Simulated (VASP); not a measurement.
OSZICAR of a VASP run on Na (bcc):

### OSZICAR
```
       N       E                     dE             d eps       ncg     rms          rms(c)
DAV:   1     0.192999655097E+02    0.19300E+02   -0.40200E+03   784   0.844E+02
DAV:   2    -0.329279535814E+01   -0.22593E+02   -0.22585E+02   812   0.147E+02
DAV:   3    -0.374206896450E+01   -0.44927E+00   -0.44927E+00  1071   0.295E+01
DAV:   4    -0.374606837074E+01   -0.39994E-02   -0.39994E-02   994   0.237E+00
DAV:   5    -0.374612628124E+01   -0.57911E-04   -0.57910E-04  1022   0.240E-01    0.191E-01
DAV:   6    -0.306613210990E+01    0.67999E+00   -0.13733E-01   784   0.769E+00    0.321E-01
DAV:   7    -0.327032136814E+01   -0.20419E+00   -0.17919E-01   784   0.435E+00    0.257E-01
DAV:   8    -0.326795728159E+01    0.23641E-02   -0.69591E-03   840   0.164E+00    0.403E-01
DAV:   9    -0.329682015769E+01   -0.28863E-01   -0.44132E-02   784   0.417E+00    0.645E-02
DAV:  10    -0.329300596663E+01    0.38142E-02   -0.11037E-03   805   0.548E-01    0.637E-02
DAV:  11    -0.329836692710E+01   -0.53610E-02   -0.47429E-03   784   0.132E+00    0.217E-02
DAV:  12    -0.328162459237E+01    0.16742E-01   -0.47984E-03   784   0.909E-01    0.177E-02
DAV:  13    -0.328134728231E+01    0.27731E-03   -0.52796E-05   959   0.832E-02    0.162E-02
DAV:  14    -0.328131930658E+01    0.27976E-04   -0.12150E-06   917   0.140E-02    0.168E-02
DAV:  15    -0.328070291872E+01    0.61639E-03   -0.49591E-04   791   0.225E-01    0.226E-03
DAV:  16    -0.328070815661E+01   -0.52379E-05   -0.13670E-05   819   0.419E-02    0.479E-03
DAV:  17    -0.328070308688E+01    0.50697E-05   -0.13485E-05   791   0.360E-02    0.284E-03
DAV:  18    -0.328062848558E+01    0.74601E-04   -0.16048E-05   784   0.454E-02    0.201E-03
DAV:  19    -0.328061338025E+01    0.15105E-04   -0.16965E-06   784   0.183E-02    0.496E-04
DAV:  20    -0.328061278605E+01    0.59419E-06   -0.21203E-07   833   0.600E-03
   1 F= -.32806128E+01 E0= -.32804888E+01  d E =-.328061E+01
       N       E                     dE             d eps       ncg     rms          rms(c)
DAV:   1    -0.328323222682E+01   -0.26188E-02   -0.75072E-02   784   0.636E+00    0.323E-01
DAV:   2    -0.328154819863E+01    0.16840E-02   -0.20491E-03   798   0.965E-01    0.164E-01
DAV:   3    -0.328113933701E+01    0.40886E-03   -0.11429E-03   791   0.610E-01    0.207E-02
DAV:   4    -0.328133118395E+01   -0.19185E-03   -0.10523E-03   784   0.270E-01    0.586E-03
DAV:   5    -0.328102971921E+01    0.30146E-03   -0.12223E-04   784   0.123E-01    0.292E-03
DAV:   6    -0.328098664601E+01    0.43073E-04   -0.43013E-05   791   0.807E-02    0.116E-03
DAV:   7    -0.328099098700E+01   -0.43410E-05   -0.99319E-06   791   0.471E-02    0.136E-03
DAV:   8    -0.328100083983E+01   -0.98528E-05   -0.70733E-06   798   0.402E-02    0.267E-04
DAV:   9    -0.328100111198E+01   -0.27215E-06   -0.29307E-07   784   0.650E-03
   2 F= -.32810011E+01 E0= -.32808761E+01  d E =-.388326E-03
       N       E                     dE             d eps       ncg     rms          rms(c)
DAV:   1    -0.329728544072E+01   -0.16285E-01   -0.51514E-01   784   0.165E+01    0.853E-01
DAV:   2    -0.328541319157E+01    0.11872E-01   -0.14400E-02   791   0.256E+00    0.435E-01
DAV:   3    -0.328263218667E+01    0.27810E-02   -0.68523E-03   791   0.160E+00    0.550E-02
DAV:   4    -0.328345933714E+01   -0.82715E-03   -0.59427E-03   784   0.684E-01    0.177E-02
DAV:   5    -0.328174635519E+01    0.17130E-02   -0.82905E-04   784   0.344E-01    0.821E-03
DAV:   6    -0.328147969677E+01    0.26666E-03   -0.43021E-04   791   0.249E-01    0.400E-03
DAV:   7    -0.328147138423E+01    0.83125E-05   -0.65516E-05   784   0.118E-01    0.239E-03
DAV:   8    -0.328151285453E+01   -0.41470E-04   -0.34114E-05   798   0.891E-02    0.910E-04
DAV:   9    -0.328151975981E+01   -0.69053E-05   -0.25281E-06   784   0.174E-02    0.543E-04
DAV:  10    -0.328152487450E+01   -0.51147E-05   -0.85778E-07   798   0.164E-02    0.167E-04
DAV:  11    -0.328152397340E+01    0.90109E-06   -0.41480E-07   784   0.922E-03
   3 F= -.32815240E+01 E0= -.32813962E+01  d E =-.911187E-03
```

Task: Which electronic solver shows in the log?

Result: It is blocked Davidson (ALGO = Normal, or the opening steps of other solvers). The INCAR had ALGO = Normal.

Task: Can the final energy be trusted as converged?

Result: Self-consistency was reached. It stopped with EDIFF = 1E-6, NELM = 100, NSW = 60 and EDIFFG = -0.01 after 3 ionic steps (r2SCAN+rVV10, plane waves, VASP's PBE PAW potentials (set 64)). Energy and stress use the plane-wave basis of the starting cell.

The compound is Na in the bcc structure. This run relaxes it. Symmetry was kept, so distortions that lower it aren't found.
